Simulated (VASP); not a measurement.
# Al3BiO3 (Pm) in VASP: relaxation of cell and atoms with PBE

Aim: the relaxation of cell and atoms of Al3BiO3 with PBE.

Program: VASP 6.6.1. These are calculated values, not measurements. Logs are shortened: lines on timing, memory, paths and dates and some standing lists are left out, and cuts for length are marked.

## Step 1: Starting point

The structure is monoclinic, space group Pm (No. 6). The conventional cell has a = 6.403 Å, b = 3.309 Å, c = 6.484 Å, α = 90.00°, β = 90.08°, γ = 90.00°. Al (site symmetry m) is surrounded by 3 O at 1.70 to 1.90 Å. Al (site symmetry m) has 2 O at 1.80 to 1.82 Å as nearest neighbours. Around Al (site symmetry m) lie 3 O at 1.71 to 1.88 Å. Bi (site symmetry m) is surrounded by 4 Al at 2.75 to 2.77 Å. O (site symmetry m) has 3 Al at 1.80 to 1.88 Å as nearest neighbours. O (site symmetry m) is surrounded by 3 Al at 1.82 to 1.90 Å. Around O (site symmetry m) lie 2 Al at 1.70 to 1.71 Å.

The cell was built by a generator and needn't be a form met in nature.

## Step 2: Relaxation of cell and atoms, PBE

The input, INCAR:

```
SYSTEM = Al3BiO3
PREC = Accurate
ENCUT = 520
EDIFF = 1E-6
ISMEAR = 0
SIGMA = 0.1
LREAL = .FALSE.
LASPH = .TRUE.
NELM = 120
ALGO = Normal
ISIF = 3
LWAVE = .FALSE.
LCHARG = .FALSE.
GGA = PE
IBRION = 2
NSW = 90
EDIFFG = -0.01
KPAR = 4
```

The input, KPOINTS:

```
regular mesh
0
G
  6 10 6
  0 0 0
```

The input, POSCAR:

```
Al3BiO3
1.0
    6.4031799100      0.0000000000      0.0000000000
    0.0000000000      3.3090000000      0.0000000000
   -0.0086069700      0.0000000000      6.4841176700
Al Bi O
3 1 3
Direct
    0.1451363500      0.0000000000      0.4672989700
    0.3929945100      0.5000000000      0.1414040300
    0.8027130300      0.0000000000      0.1307110200
    0.1568593800      0.0000000000      0.8907355400
    0.6692852600      0.5000000000      0.0891618900
    0.2714685700      0.5000000000      0.3946684900
    0.8947181100      0.0000000000      0.3779991500
```

Potentials or basis: VASP PAW PBE potentials, release 64 (Al, Bi_d, O).

The run is started by

```bash
cat potpaw_PBE.64/Al/POTCAR potpaw_PBE.64/Bi_d/POTCAR potpaw_PBE.64/O/POTCAR > POTCAR
mpirun -np 4 vasp_std > vasp.out
```

OUTCAR:

```text
SYSTEM = Al3BiO3
   PREC = Accurate
   ENCUT = 520
   EDIFF = 1E-6
   ISMEAR = 0
   LREAL = .FALSE.
   LASPH = .TRUE.
   NELM = 120
   ISIF = 3
   GGA = PE
   IBRION = 2
   NSW = 90
   EDIFFG = -0.01

 ion  position               nearest neighbor table
   1  0.145  0.000  0.467-   7 1.70   6 1.90   6 1.90   4 2.75   3 3.09   2 3.12   2 3.12
   2  0.393  0.500  0.141-   5 1.80   6 1.82   4 2.77   4 2.77   3 3.10   3 3.10   1 3.12   1 3.12

   3  0.803  0.000  0.131-   7 1.71   5 1.88   5 1.88   4 2.75   1 3.09   2 3.10   2 3.10
   4  0.157  0.000  0.891-   1 2.75   3 2.75   2 2.77   2 2.77
   5  0.669  0.500  0.089-   2 1.80   3 1.88   3 1.88
   6  0.271  0.500  0.395-   2 1.82   1 1.90   1 1.90
   7  0.895  0.000  0.378-   1 1.70   3 1.71

  LATTYP: Found a simple monoclinic cell.
 ALAT       =     6.4031799100
 B/A-ratio  =     0.5167744849
 C/A-ratio  =     1.0126411367
 COS(beta)  =    -0.0013273915

  Lattice vectors:

 A1 = (   6.4031799100,   0.0000000000,   0.0000000000)
 A2 = (   0.0000000000,   3.3090000000,   0.0000000000)
 A3 = (  -0.0086069700,   0.0000000000,   6.4841176700)

Analysis of symmetry for initial positions (statically):
=====================================================================
 Subroutine PRICEL returns:
 Original cell was already a primitive cell.

 Routine SETGRP: Setting up the symmetry group for a
 simple monoclinic supercell.

 Subroutine GETGRP returns: Found  2 space group operations
 (whereof  2 operations were pure point group operations)
 out of a pool of  4 trial point group operations.

The static configuration has the point symmetry C_1h.

Analysis of symmetry for dynamics (positions and initial velocities):
=====================================================================
 Subroutine PRICEL returns:
 Original cell was already a primitive cell.

 Routine SETGRP: Setting up the symmetry group for a
 simple monoclinic supercell.

 Subroutine GETGRP returns: Found  2 space group operations
 (whereof  2 operations were pure point group operations)
 out of a pool of  4 trial point group operations.

The dynamic configuration has the point symmetry C_1h.

 Subroutine INISYM returns: Found  2 space group operations
 (whereof  2 operations are pure point group operations),
 and found     1 'primitive' translations

----------------------------------------------------------------------------------------

                                     Primitive cell

  volume of cell :     137.3863

  direct lattice vectors                    reciprocal lattice vectors
     6.403179910  0.000000000  0.000000000     0.156172404  0.000000000  0.000207302
     0.000000000  3.309000000  0.000000000     0.000000000  0.302206105  0.000000000
    -0.008606970  0.000000000  6.484117670     0.000000000  0.000000000  0.154222988

  length of vectors
     6.403179910  3.309000000  6.484123382     0.156172542  0.302206105  0.154222988

  position of ions in fractional coordinates (direct lattice)
     0.145136350  0.000000000  0.467298970
     0.392994510  0.500000000  0.141404030
     0.802713030  0.000000000  0.130711020
     0.156859380  0.000000000  0.890735540
     0.669285260  0.500000000  0.089161890
     0.271468570  0.500000000  0.394668490
     0.894718110  0.000000000  0.377999150

  ion indices of the primitive-cell ions
   primitive index   ion index
                 1           1
                 2           2
                 3           3
                 4           4
                 5           5
                 6           6
                 7           7

----------------------------------------------------------------------------------------

 KPOINTS: regular mesh

Automatic generation of k-mesh.
 Grid dimensions read from file:
 generate k-points for:    6   10    6

 Generating k-lattice:

  Cartesian coordinates                     Fractional coordinates (reciprocal lattice)
     0.026028734  0.000000000  0.000034550     0.166666667  0.000000000  0.000000000
     0.000000000  0.030220610  0.000000000     0.000000000  0.100000000  0.000000000
     0.000000000  0.000000000  0.025703831     0.000000000  0.000000000  0.166666667

  Length of vectors
     0.026028757  0.030220610  0.025703831

  Shift w.r.t. Gamma in fractional coordinates (k-lattice)
     0.000000000  0.000000000  0.000000000

 Subroutine IBZKPT returns following result:
 ===========================================

 Found    120 irreducible k-points:

 Following reciprocal coordinates:
            Coordinates               Weight
  0.000000  0.000000  0.000000      1.000000
  0.166667  0.000000 -0.000000      2.000000
  0.333333  0.000000  0.000000      2.000000
  0.500000  0.000000  0.000000      1.000000
  0.000000  0.100000  0.000000      2.000000
  0.166667  0.100000 -0.000000      4.000000
[... 16 lines left out ...]
  0.333333  0.500000  0.000000      2.000000
  0.500000  0.500000  0.000000      1.000000
 [... further k-points ...]
   k-points           NKPTS =    120   k-points in BZ     NKDIM =    120   number of bands    NBANDS=     25
   number of dos      NEDOS =    301   number of ions     NIONS =      7
   total plane-waves  NPLWV =  64512
   dimension x,y,z NGX =    48 NGY =   28 NGZ =   48
   dimension x,y,z NGXF=    96 NGYF=   56 NGZF=   96
   ions per type =               3   1   3
   NGX,Y,Z   is equivalent  to a cutoff of  12.46, 14.07, 12.31 a.u.
   NGXF,Y,Z  is equivalent  to a cutoff of  24.92, 28.13, 24.61 a.u.
 SYSTEM =  Al3BiO3
   PREC   = accura    normal or accurate (medium, high low for compatibility)
   ISTART =      0    job   : 0-new  1-cont  2-samecut
   ICHARG =      2    charge: 1-file 2-atom 10-const
   ISPIN  =      1    spin polarized calculation?
   LNONCOLLINEAR =      F non collinear calculations
   LSORBIT =      F    spin-orbit coupling
   LASPH  =      T    aspherical Exc in radial PAW
   ENCUT  =  520.0 eV  38.22 Ry    6.18 a.u.  11.91  6.15 12.06*2*pi/ulx,y,z
   NELM   =    120;   NELMIN=  2; NELMDL= -5     # of ELM steps
   EDIFF  = 0.1E-05   stopping-criterion for ELM
   LREAL  =      F    real-space projection
   EDIFFG = -.1E-01   stopping-criterion for IOM
   NSW    =     90    number of steps for IOM
   IBRION =      2    ionic relax: 0-MD 1-quasi-New 2-CG
   NFREE  =      1    steps in history (QN), initial steepest desc. (CG)
   ISIF   =      3    stress and relaxation
   ISYM   =      2    0-nonsym 1-usesym 2-fastsym
   POTIM  = 0.5000    time-step for ionic-motion
   TEBEG  =    0.0;   TEEND  =   0.0 temperature during run
   PSTRESS=    0.0 pullay stress
   NELECT =      42.0000    total number of electrons
   NUPDOWN=      -1.0000    fix difference up-down
   EMIN   =  10.00;   EMAX   =-10.00  energy-range for DOS
   EFERMI =   0.00;   METHOD = LEGACY
   ISMEAR =     0;   SIGMA  =   0.10  broadening in eV -4-tet -1-fermi 0-gaus
   EFERMI_NEDOS =   21; number of points for ismear=-14 and -15
   IALGO  =     38    algorithm
   IMIX   =      4    mixing-type and parameters
     AMIX     =   0.40;   BMIX     =  1.00
     AMIX_MAG =   1.60;   BMIX_MAG =  1.00
  volume/ion in A,a.u.               =      19.63       132.45
  Fermi-wavevector in a.u.,A,eV,Ry     =   1.102834  2.084054 16.547988  1.216243
  Thomas-Fermi vector in A             =   2.239283
   LORBIT       =      0    0 simple, 1 ext, 2 COOP (PROOUT), +10 PAW based schemes
   GGA     = PE    functional components
   LHFCALC =     F    Hartree Fock is set to
   AEXX    =    0.0000 exact exchange contribution
   IVDW    =     0    specifies the selected vdW correction
   LEPSILON=     F    determine dielectric tensor
   LRPA    =     F    only Hartree local field effects (RPA)
 conjugate gradient relaxation of ions
 non-spin polarized calculation
 Gauss-broadening in eV      SIGMA  =   0.10
  energy-cutoff  :      520.00
  volume of cell :      137.39
 maximum number of plane-waves:      3748
   NGX = 23   NGY = 13   NGZ = 25

--------------------------------------- Ionic step        1  -------------------------------------------

 number of electron      42.0000007 magnetization

 Free energy of the ion-electron system (eV)
  ---------------------------------------------------
  ext. energy  EPLUGINS =         0.00000000
  ---------------------------------------------------
  free energy    TOTEN  =       -42.25620827 eV

  energy without entropy =      -42.25215793  energy(sigma->0) =      -42.25418310

------------------------ aborting loop because EDIFF is reached ----------------------------------------

  FORCE on cell =-STRESS in cart. coord.  units (eV):
  Direction    XX          YY          ZZ          XY          YZ          ZX
  --------------------------------------------------------------------------------------
  -------------------------------------------------------------------------------------
  Total        1.1035760     -1.6593545      2.2316808      0.0000000      0.0000000      0.8133074
  in kB       12.8697313    -19.3511327     26.0255130      0.0000000      0.0000000      9.4846639
  external PRESSURE =       6.5147039 kB  Pullay stress =       0.0000000 kB
[... 104 lines left out ...]
  FREE ENERGIE OF THE ION-ELECTRON SYSTEM (eV)
  ---------------------------------------------------
  free  energy   TOTEN  =       -42.3102884892 eV

  energy  without entropy=      -42.3063660254  energy(sigma->0) =      -42.30832726

[... ionic steps 4 to 46 ...]

--------------------------------------- Ionic step       47  -------------------------------------------

 number of electron      41.9999999 magnetization

------------------------ aborting loop because EDIFF is reached ----------------------------------------
[... 77 lines left out ...]
--------------------------------------- Ionic step       49  -------------------------------------------

 number of electron      41.9999999 magnetization

 Free energy of the ion-electron system (eV)
  ---------------------------------------------------
  ext. energy  EPLUGINS =         0.00000000
  ---------------------------------------------------
  free energy    TOTEN  =       -42.40335049 eV

  energy without entropy =      -42.39902737  energy(sigma->0) =      -42.40118893

 E-fermi :   4.7082     XC(G=0):  -8.3114

 val. band max:        4.6996152733   @ k =   0.5000   0.0000   0.3333
 cond. band min:       4.7151198563   @ k =   0.3333   0.2000   0.0000
 fundamental gap:      0.0155045830
 Fermi energy:         4.7082438102

 k-point     1 :       0.0000    0.0000    0.0000
  band No.  band energies     occupation
      1     -18.5956      2.00000
      2     -18.4044      2.00000
      3     -18.3987      2.00000
      4     -18.3934      2.00000
      5     -18.3241      2.00000
      6     -16.6414      2.00000
[... 661 lines left out ...]
     24       7.0351      0.00000
     25       7.8992      0.00000

 [... further k-points ...]

------------------------ aborting loop because EDIFF is reached ----------------------------------------

  FORCE on cell =-STRESS in cart. coord.  units (eV):
  Direction    XX          YY          ZZ          XY          YZ          ZX
  --------------------------------------------------------------------------------------
  -------------------------------------------------------------------------------------
  Total        0.0083187      0.0223035     -0.0054623      0.0000000      0.0000000     -0.0174442
  in kB        0.0941586      0.2524509     -0.0618271      0.0000000      0.0000000     -0.1974490
  external PRESSURE =       0.0949275 kB  Pullay stress =       0.0000000 kB
[... 22 lines left out ...]
  FREE ENERGIE OF THE ION-ELECTRON SYSTEM (eV)
  ---------------------------------------------------
  free  energy   TOTEN  =       -42.4033504886 eV

  energy  without entropy=      -42.3990273723  energy(sigma->0) =      -42.40118893

 reached required accuracy - stopping structural energy minimisation
```

It took 20 min on 4 MPI ranks of Intel Xeon 6975P-C (Granite Rapids), shared host; peak memory 0.53 GiB.

What came out:

* Free energy: -42.4034 eV
* Relaxed volume: 20.22 Å³/atom
* Relaxed cell: a = 6.555 Å, b = 3.237 Å, c = 6.671 Å, α = 90.00°, β = 89.56°, γ = 90.00°
* Space group after relaxing (to 0.05 Å): Pm (No. 6)
* Energy gained by relaxing: 21.0 meV/atom
* Ionic steps: 49
* Pressure after relaxing: 0.0 GPa
* Largest force after relaxing: 0.008 eV/Å
* Band gap on the k mesh: none (metal or under the smearing width)

Forces in eV/Å, atoms in the order of the input:
```
Al  -0.004  0.000  0.000
Al  -0.004  0.000 -0.007
Al  -0.001  0.000  0.002
Bi   0.002  0.000  0.002
O    0.003  0.000 -0.003
O    0.003  0.000  0.006
O    0.000  0.000  0.000
```

The path:
| step | energy change (eV) | largest force (eV/Å) | pressure (GPa) | volume (Å³) |
| --- | --- | --- | --- | --- |
| 1 | 0.0000 | 0.4856 | 0.65 | 137.39 |
| 3 | -0.0541 | 0.9006 | -0.32 | 138.99 |
| 5 | -0.0837 | 0.3398 | 0.36 | 139.21 |
| 7 | -0.0962 | 0.5170 | -0.08 | 140.57 |
| 9 | -0.1109 | 0.3001 | -0.70 | 141.95 |
| 11 | -0.1282 | 0.2781 | 0.36 | 140.83 |
| 13 | -0.1383 | 0.3283 | -0.11 | 141.67 |
| 15 | -0.1423 | 0.1177 | 0.02 | 141.82 |
| 17 | -0.1439 | 0.0962 | -0.02 | 141.91 |
| 19 | -0.1448 | 0.1177 | -0.05 | 141.92 |
| 21 | -0.1457 | 0.0531 | 0.02 | 141.80 |
| 23 | -0.1463 | 0.0449 | -0.12 | 141.85 |
| 25 | -0.1466 | 0.0410 | 0.03 | 141.50 |
| 27 | -0.1467 | 0.0235 | 0.04 | 141.42 |
| 29 | -0.1468 | 0.0296 | -0.01 | 141.50 |
| 31 | -0.1468 | 0.0133 | -0.01 | 141.51 |
| 33 | -0.1469 | 0.0178 | 0.02 | 141.48 |
| 35 | -0.1470 | 0.0140 | -0.01 | 141.55 |
| 37 | -0.1470 | 0.0240 | -0.07 | 141.64 |
| 39 | -0.1470 | 0.0173 | -0.05 | 141.64 |
| 41 | -0.1471 | 0.0177 | -0.03 | 141.61 |
| 43 | -0.1471 | 0.0309 | 0.06 | 141.44 |
| 45 | -0.1471 | 0.0118 | 0.02 | 141.53 |
| 47 | -0.1471 | 0.0224 | 0.01 | 141.53 |
| 49 | -0.1471 | 0.0077 | 0.01 | 141.55 |

Final structure:
```cif
data_structure
_symmetry_space_group_name_H-M 'P 1'
_symmetry_Int_Tables_number 1
_cell_length_a 6.5548
_cell_length_b 3.2374
_cell_length_c 6.6706
_cell_angle_alpha 90.000
_cell_angle_beta 89.565
_cell_angle_gamma 90.000
_cell_volume 141.55
loop_
_atom_site_label
_atom_site_type_symbol
_atom_site_fract_x
_atom_site_fract_y
_atom_site_fract_z
_atom_site_occupancy
Al1 Al 0.16118 0.00000 0.45770 1
Al2 Al 0.38452 0.50000 0.12856 1
Al3 Al 0.79589 0.00000 0.15128 1
Bi1 Bi 0.13369 0.00000 0.88131 1
O1 O 0.65935 0.50000 0.11096 1
O2 O 0.28393 0.50000 0.38461 1
O3 O 0.91461 0.00000 0.37757 1
```

Caveat: spin-orbit coupling is left out, which moves the levels of the heavy elements.
